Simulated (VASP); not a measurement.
**H2CO: single point with PBE+D3(BJ)**

H2CO:

```xyz
40
Lattice="8.4809 0.0000 0.0000 0.0000 8.4809 0.0000 0.0000 0.0000 8.4809" Properties=species:S:1:pos:R:3 pbc="T T T"
O     1.5488    3.5944    3.7532
O     2.8537    5.8637    7.7715
O     5.9900    0.8022    9.0308
O     2.9693    7.3554    3.0422
O     5.8741    3.1006    1.9223
O     0.9565    1.0527    0.9716
O     5.6589    9.1017    5.3161
O     2.6777    1.7745    6.4669
O     8.1174    5.0976    1.3028
O     4.9197    5.9196    5.6640
C     2.5185    4.1962    3.3846
C     1.9164    5.5992    7.1054
C     5.0932    1.3020    8.3711
C     3.9492    8.0487    2.8819
C     5.6850    2.7838    3.0990
C     0.3859    1.9810    1.5516
C     6.5771    8.5081    5.8406
C     2.6538    1.0610    5.5798
C     7.5255    5.5222    2.2634
C     5.6498    5.6400    6.6375
H     3.2512    4.7063    4.1417
H     2.8608    4.0941    2.3836
H     1.7655    6.1644    6.1114
H     1.1811    4.8090    7.5433
H     4.1310    0.7403    8.2596
H     4.9852    2.3101    7.8297
H     5.0212    7.7840    3.2511
H     3.8165    8.8630    2.1406
H     5.4688    3.5635    3.9026
H     5.7224    1.7460    3.5734
H     0.2141    2.1482    2.6635
H     0.0792    2.9612    1.0407
H     6.4303    8.3415    6.9247
H     7.5274    8.2541    5.2649
H     1.8786    0.3203    5.6210
H     3.4355    1.0498    4.7902
H     7.6302    5.0724    3.3954
H     6.8226    6.3156    2.2631
H     6.8030    5.5463    6.3219
H     5.2521    5.5896    7.6933
```

The cell was built by a generator and needn't be a form met in nature.

```yaml
Program: VASP 6.6.1
Task: single point
Functional: PBE
Dispersion: D3(BJ)
Potentials_or_basis: VASP PAW PBE potentials, release 64 (O, C, H)
Cutoff: 520 eV
k_mesh: 1 × 1 × 1
Occupations: fermi-dirac, width 0.02 eV
Spin: no spin polarisation
```

```yaml
Pressure: 0.2 GPa
Largest_force: 8.456 eV/Å
Band_gap_on_the_k_mesh: 1.94 eV, direct
Dispersion_energy_per_atom: -0.037 eV
```

Forces in eV/Å, atoms in the order of the input:
```
O   -1.642 -0.412  0.752
O    2.757  0.815  1.847
O    0.223  0.491 -0.678
O   -0.250 -0.720  0.878
O   -0.350 -0.213  1.515
O   -0.794  0.898  1.072
O   -0.320  0.349 -0.726
O    0.683  5.786  6.129
O    0.245  0.154 -0.266
O    0.758 -0.643  1.707
C    2.246  0.479  1.969
C   -2.767 -0.881 -1.126
C   -1.390 -0.204 -0.049
C    0.739 -0.411 -1.097
C    0.126  0.368  0.160
C    0.421  0.878 -0.665
C    0.341  0.301  0.292
C    0.262 -4.080 -4.756
C    0.737 -1.813  2.621
C    0.567  0.829 -2.602
H   -0.997 -0.203 -0.913
H    0.483  0.359 -1.717
H   -0.327 -0.781  0.589
H    0.301  0.823 -1.155
H    0.039 -0.020 -0.027
H    1.010 -0.581  0.634
H   -1.234  0.369 -0.129
H    0.531  0.561  0.290
H    0.078 -0.129 -0.525
H    0.065  0.499 -0.998
H    0.142 -1.104 -0.443
H    0.158 -1.022 -0.116
H    0.927 -0.653  0.058
H   -0.540 -0.073  0.541
H   -0.990 -1.501 -1.001
H   -0.104 -0.095 -0.422
H    0.190  0.493 -1.958
H   -1.112  1.440 -0.496
H   -1.614 -0.183  1.381
H    0.402 -0.171 -0.570
```

Stress tensor (GPa, compression positive):
```
 0.07  0.95  0.60
 0.95  0.96  1.89
 0.60  1.89 -0.41
```

Levels at points of the mesh, in eV from the valence-band top:
```tsv
k point	band 57	band 58	band 59	band 60	band 61	band 62	band 63	band 64
(0.00, 0.00, 0.00)	-0.63	-0.55	-0.50	0.00	1.94	2.22	2.44	2.70
```

Run time: 2.1 min on 1 thread of AMD EPYC 7R43 64-Core Processor (Zen 3), on a shared host, peak memory 0.48 GiB.

Caveat: the standard files for N, O and F lose accuracy on very short bonds. Expect the measured gap to be larger: semilocal functionals such as PBE lack the derivative discontinuity.
